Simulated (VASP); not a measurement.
Computed with PBE GGA, VASP's PBE PAW potentials (set 64) (plane waves; VASP).

VASP ran on this input.

**POSCAR**
```
SnO2
1
    4.8247829796    -0.0000000000     0.0000000000
    0.0000000000     4.8247829796     0.0000000000
    0.0000000000     0.0000000000     3.2446571608
Sn O
2 4
Direct
  0.5000000000   0.5000000000   0.5000000000
  1.0000000000   0.0000000000   0.0000000000
  0.1935508929   0.8064491071   0.5000000000
  0.8064491071   0.1935508929   0.5000000000
  0.6935508929   0.6935508929   0.0000000000
  0.3064491071   0.3064491071   0.0000000000
```

**KPOINTS**
```
Automatic
0
gamma
 4 4 6
0 0 0
```

### INCAR
```
ALGO=Normal
EDIFF=1E-6
EDIFFG=-0.02
ENCUT=500
GGA=PE
IBRION=2
ISIF=3
ISMEAR=0
LASPH=.True.
LCHARG=.False.
LMAXMIX=4
LREAL=.False.
LWAVE=.False.
NELM=100
NSW=60
PREC=Accurate
SIGMA=0.05
SYSTEM=SnO2
```

POTCAR, in this order: Sn_d O (PBE.64 set). Program: vasp_std.

The run wrote:

**OSZICAR**
```
       N       E                     dE             d eps       ncg     rms          rms(c)
DAV:   1     0.653452443018E+03    0.65345E+03   -0.25987E+04  1554   0.251E+03
DAV:   2     0.536535771208E+02   -0.59980E+03   -0.57865E+03  1687   0.659E+02
DAV:   3    -0.389272328574E+02   -0.92581E+02   -0.91278E+02  1698   0.223E+02
DAV:   4    -0.432992628766E+02   -0.43720E+01   -0.43502E+01  1768   0.541E+01
DAV:   5    -0.434449464512E+02   -0.14568E+00   -0.14559E+00  1924   0.990E+00    0.156E+01
DAV:   6    -0.372361645605E+02    0.62088E+01   -0.25445E+01  2335   0.720E+01    0.569E+00
DAV:   7    -0.373403041578E+02   -0.10414E+00   -0.20431E+00  1656   0.853E+00    0.324E+00
DAV:   8    -0.373242825986E+02    0.16022E-01   -0.30826E-01  2134   0.513E+00    0.781E-01
DAV:   9    -0.373092134754E+02    0.15069E-01   -0.85216E-02  2341   0.381E+00    0.144E-01
DAV:  10    -0.373099989759E+02   -0.78550E-03   -0.56402E-03  2073   0.698E-01    0.446E-02
DAV:  11    -0.373100713720E+02   -0.72396E-04   -0.26934E-04  2362   0.173E-01    0.206E-02
DAV:  12    -0.373100742970E+02   -0.29249E-05   -0.16912E-05  1770   0.354E-02    0.139E-02
DAV:  13    -0.373100707186E+02    0.35784E-05   -0.14071E-05  1894   0.468E-02    0.248E-03
DAV:  14    -0.373100709811E+02   -0.26255E-06   -0.10879E-06  1100   0.912E-03
   1 F= -.37310071E+02 E0= -.37310071E+02  d E =-.373101E+02
       N       E                     dE             d eps       ncg     rms          rms(c)
DAV:   1    -0.373129715597E+02   -0.29008E-02   -0.84858E-02  1899   0.408E+00    0.353E-01
DAV:   2    -0.373107436922E+02    0.22279E-02   -0.71584E-03  2124   0.931E-01    0.133E-01
DAV:   3    -0.373102532659E+02    0.49043E-03   -0.10362E-03  2119   0.663E-01    0.405E-02
DAV:   4    -0.373101916152E+02    0.61651E-04   -0.19059E-04  2235   0.266E-01    0.910E-03
DAV:   5    -0.373101880258E+02    0.35894E-05   -0.57447E-05  1984   0.693E-02    0.521E-03
DAV:   6    -0.373101857998E+02    0.22260E-05   -0.19420E-06  1119   0.155E-02    0.219E-03
DAV:   7    -0.373101857189E+02    0.80902E-07   -0.97454E-07   884   0.102E-02
   2 F= -.37310186E+02 E0= -.37310186E+02  d E =-.114738E-03
       N       E                     dE             d eps       ncg     rms          rms(c)
DAV:   1    -0.373104577519E+02   -0.27195E-03   -0.76658E-03  1899   0.122E+00    0.106E-01
DAV:   2    -0.373102557241E+02    0.20203E-03   -0.64550E-04  2103   0.281E-01    0.400E-02
DAV:   3    -0.373102110383E+02    0.44686E-04   -0.94065E-05  2125   0.201E-01    0.122E-02
DAV:   4    -0.373102076062E+02    0.34320E-05   -0.16809E-05  2175   0.796E-02    0.270E-03
DAV:   5    -0.373102089021E+02   -0.12959E-05   -0.50819E-06  1550   0.208E-02    0.135E-03
DAV:   6    -0.373102093127E+02   -0.41061E-06   -0.20294E-07   835   0.492E-03
   3 F= -.37310209E+02 E0= -.37310209E+02  d E =-.138332E-03
```

OUTCAR:
```
------------------------ aborting loop because EDIFF is reached ----------------------------------------
  FORCE on cell =-STRESS in cart. coord.  units (eV):
  Direction    XX          YY          ZZ          XY          YZ          ZX
  --------------------------------------------------------------------------------------
  Total        0.0014167      0.0014167     -0.1059590      0.0000000      0.0000000      0.0000000
  in kB        0.0299970      0.0299970     -2.2435947      0.0000000      0.0000000      0.0000000
  external PRESSURE =      -0.7278669 kB  Pullay stress =       0.0000000 kB
  volume of cell :       75.67
      direct lattice vectors                 reciprocal lattice vectors
     4.828972122  0.000000000  0.000000000     0.207083407  0.000000000  0.000000000
     0.000000000  4.828972122  0.000000000    -0.000000000  0.207083407  0.000000000
     0.000000000  0.000000000  3.244849824     0.000000000  0.000000000  0.308180672
 POSITION                                       TOTAL-FORCE (eV/Angst)
 -----------------------------------------------------------------------------------
      2.41449      2.41449      1.62242        -0.000000      0.000000      0.000000
      0.00000      0.00000      0.00000        -0.000000      0.000000      0.000000
      0.93440      3.89457      1.62242        -0.005504      0.005504      0.000000
      3.89457      0.93440      1.62242         0.005504     -0.005504      0.000000
      3.34889      3.34889      0.00000        -0.005504     -0.005504     -0.000000
      1.48009      1.48009      0.00000         0.005504      0.005504      0.000000
 -----------------------------------------------------------------------------------
    total drift:                                0.000000      0.000000      0.000000
  FREE ENERGIE OF THE ION-ELECTRON SYSTEM (eV)
  ---------------------------------------------------
  free  energy   TOTEN  =       -37.3102093127 eV

  energy  without entropy=      -37.3102093127  energy(sigma->0) =      -37.31020931

 reached required accuracy - stopping structural energy minimisation
```
(Selected blocks of OUTCAR.)

File CONTCAR:
```
SnO2
   1.00000000000000
     4.8289721222660944    0.0000000000000000    0.0000000000000000
     0.0000000000000000    4.8289721222660944    0.0000000000000000
     0.0000000000000000    0.0000000000000000    3.2448498243527104
  Sn              O
     2     4
Direct
     0.5000000000000000    0.5000000000000000    0.5000000000000000
     0.0000000000000000    0.0000000000000000    0.0000000000000000
     0.1934988971582368    0.8065011028417631    0.5000000000000000
     0.8065011028417631    0.1934988971582368    0.5000000000000000
     0.6934988971582369    0.6934988971582369    0.0000000000000000
     0.3065011028417632    0.3065011028417632    0.0000000000000000
```

### OUTCAR
```
 val. band max:        5.5027108588   @ k =   0.0000   0.0000   0.0000

 cond. band min:       6.1335489140   @ k =   0.0000   0.0000   0.0000


 Fermi energy:         5.7145706571

 k-point     1 :       0.0000    0.0000    0.0000
  band No.  band energies     occupation
      1     -15.5305      2.00000
      2     -14.8696      2.00000
      3     -14.6847      2.00000
      4     -14.6570      2.00000
      5     -14.6570      2.00000
      6     -14.5944      2.00000
      7     -14.5647      2.00000
      8     -14.4968      2.00000
      9     -14.4532      2.00000
     10     -14.4532      2.00000
     11     -13.1410      2.00000
     12     -11.4343      2.00000
     13     -11.4343      2.00000
     14      -9.9253      2.00000
     15      -2.4553      2.00000
     16       1.6154      2.00000
     17       1.6154      2.00000
     18       1.7250      2.00000
     19       2.6070      2.00000
     20       3.5205      2.00000
     21       3.5311      2.00000
     22       4.2410      2.00000
     23       4.2410      2.00000
     24       4.7657      2.00000
     25       4.7657      2.00000
     26       5.5027      2.00000
     27       6.1335      0.00000
     28      11.1529      0.00000
     29      11.5347      0.00000
     30      11.5347      0.00000
     31      15.5708      0.00000

 k-point     2 :       0.2500    0.0000    0.0000
  band No.  band energies     occupation
      1     -15.4476      2.00000
      2     -14.9670      2.00000
      3     -14.6828      2.00000
      4     -14.6541      2.00000
      5     -14.6540      2.00000
      6     -14.6433      2.00000
      7     -14.5536      2.00000
      8     -14.5054      2.00000
      9     -14.4568      2.00000
     10     -14.4567      2.00000
     11     -12.9542      2.00000
     12     -11.7784      2.00000
     13     -11.1459      2.00000
     14     -10.0584      2.00000
     15      -2.0476      2.00000
     16       0.6275      2.00000
     17       1.8851      2.00000
...
```

Unless said otherwise, spin-orbit coupling is left out, though it shifts the bands of the heavy elements here.

The structure comes from a computed database's SnO2 entry (P4_2/mnm); how it stands against other phases isn't given here. This run relaxes it. Symmetry was kept, so distortions that lower it aren't found. The start is the result of an earlier pass.
